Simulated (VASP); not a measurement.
Level of theory: revPBE GGA, VASP's PBE PAW potentials (set 64) (plane waves; VASP).

VASP input:

POSCAR:
```
V
1
   -1.5363342317     1.5363342317     1.5363342317
    1.5363342317    -1.5363342317     1.5363342317
    1.5363342317     1.5363342317    -1.5363342317
V
1
Direct
  0.0000000000   0.0000000000   0.0000000000
```

**INCAR**
```
# general
SYSTEM   =  V
PREC     =  Accurate
ENCUT    =  520
LREAL    =  .FALSE.
LASPH    =  .TRUE.

# electronic loop
EDIFF    =  1E-7
NELM     =  100
ALGO     =  Normal
LMAXMIX  =  4

# smearing
ISMEAR   =  1
SIGMA    =  0.1

# functional
GGA      =  RE

# ions
ISIF     =  2

# output
LWAVE    =  .FALSE.
LCHARG   =  .FALSE.
```

### KPOINTS
```
Regular mesh
0
gamma
  17 17 17
```

POTCAR, in this order: V_sv (PBE.64 set). Program: vasp_std.

Output of the run:

File OUTCAR:
```
 ion  position               nearest neighbor table
   1  0.000  0.000  0.000-
  LATTYP: Found a body centered cubic cell.
 ALAT       =     3.0726684634
 Subroutine PRICEL returns:
 Original cell was already a primitive cell.
 Subroutine GETGRP returns: Found 48 space group operations
The static configuration has the point symmetry O_h .
The dynamic configuration has the point symmetry O_h .
 Subroutine INISYM returns: Found 48 space group operations
 Subroutine IBZKPT returns following result:
 Found    165 irreducible k-points:

 Following reciprocal coordinates:
            Coordinates               Weight
  0.000000  0.000000  0.000000      1.000000
  0.058824  0.000000  0.000000     12.000000
  0.117647  0.000000  0.000000     12.000000
  0.176471  0.000000  0.000000     12.000000
  0.235294  0.000000  0.000000     12.000000
  0.294118  0.000000  0.000000     12.000000
  0.352941  0.000000  0.000000     12.000000
  0.411765  0.000000  0.000000     12.000000
  0.470588  0.000000  0.000000     12.000000
  0.058824  0.058824  0.000000     24.000000
  0.117647  0.058824  0.000000     48.000000
  0.176471  0.058824  0.000000     48.000000
  0.235294  0.058824  0.000000     48.000000
  0.294118  0.058824  0.000000     48.000000
  0.352941  0.058824  0.000000     48.000000
  0.411765  0.058824  0.000000     48.000000
  0.470588  0.058824  0.000000     24.000000
  0.117647  0.117647  0.000000     24.000000
  0.176471  0.117647  0.000000     48.000000
  0.235294  0.117647  0.000000     48.000000
  0.294118  0.117647  0.000000     48.000000
  0.352941  0.117647  0.000000     48.000000
  0.411765  0.117647  0.000000     48.000000
  0.176471  0.176471  0.000000     24.000000
  0.235294  0.176471  0.000000     48.000000
...
```

File OSZICAR:
```
       N       E                     dE             d eps       ncg     rms          rms(c)
DAV:   1     0.866552140247E+02    0.86655E+02   -0.73517E+03  3300   0.141E+03
DAV:   2    -0.849650155916E+01   -0.95152E+02   -0.93245E+02  3378   0.367E+02
DAV:   3    -0.100624627327E+02   -0.15660E+01   -0.15189E+01  3488   0.550E+01
DAV:   4    -0.100752528737E+02   -0.12790E-01   -0.12449E-01  3356   0.489E+00
DAV:   5    -0.100753776383E+02   -0.12476E-03   -0.12476E-03  3434   0.519E-01    0.163E+01
DAV:   6    -0.860970786358E+01    0.14657E+01   -0.64882E+00  3314   0.372E+01    0.131E+00
DAV:   7    -0.859474435672E+01    0.14964E-01   -0.27360E-02  3318   0.290E+00    0.789E-01
DAV:   8    -0.858705110837E+01    0.76932E-02   -0.67234E-03  3342   0.134E+00    0.736E-02
DAV:   9    -0.858709903869E+01   -0.47930E-04   -0.13026E-04  3322   0.178E-01    0.311E-02
DAV:  10    -0.858710362227E+01   -0.45836E-05   -0.16635E-05  3330   0.597E-02    0.551E-03
DAV:  11    -0.858710389204E+01   -0.26977E-06   -0.12320E-06  3350   0.166E-02    0.941E-04
DAV:  12    -0.858710416560E+01   -0.27356E-06   -0.25311E-08  1676   0.273E-03    0.432E-04
DAV:  13    -0.858710433952E+01   -0.17393E-06   -0.39011E-09  1654   0.102E-03    0.602E-05
DAV:  14    -0.858710433372E+01    0.58051E-08   -0.33425E-10  1650   0.312E-04
   1 F= -.85871043E+01 E0= -.85870631E+01  d E =-.123717E-03
```

### OUTCAR
```
------------------------ aborting loop because EDIFF is reached ----------------------------------------
  FORCE on cell =-STRESS in cart. coord.  units (eV):
  Direction    XX          YY          ZZ          XY          YZ          ZX
  --------------------------------------------------------------------------------------
  Total       -0.7881035     -0.7881035     -0.7881035     -0.0000000      0.0000000     -0.0000000
  in kB      -87.0515902    -87.0515902    -87.0515902     -0.0000000      0.0000000     -0.0000000
  external PRESSURE =     -87.0515902 kB  Pullay stress =       0.0000000 kB
  volume of cell :       14.50
      direct lattice vectors                 reciprocal lattice vectors
    -1.536334232  1.536334232  1.536334232     0.000000000  0.325450016  0.325450016
     1.536334232 -1.536334232  1.536334232     0.325450016  0.000000000  0.325450016
     1.536334232  1.536334232 -1.536334232     0.325450016  0.325450016  0.000000000
 POSITION                                       TOTAL-FORCE (eV/Angst)
 -----------------------------------------------------------------------------------
      0.00000      0.00000      0.00000        -0.000000      0.000000     -0.000000
 -----------------------------------------------------------------------------------
    total drift:                                0.000000     -0.000000      0.000000
  FREE ENERGIE OF THE ION-ELECTRON SYSTEM (eV)
  ---------------------------------------------------
  free  energy   TOTEN  =        -8.5871043337 eV

  energy  without entropy=       -8.5869806165  energy(sigma->0) =       -8.58706309
```
(Selected blocks of OUTCAR.)

The compound is V in the bcc structure. This cell is one point of a volume scan, at 1.06 of the reference volume. The run is not spin-polarised, so no magnetic state was tried.
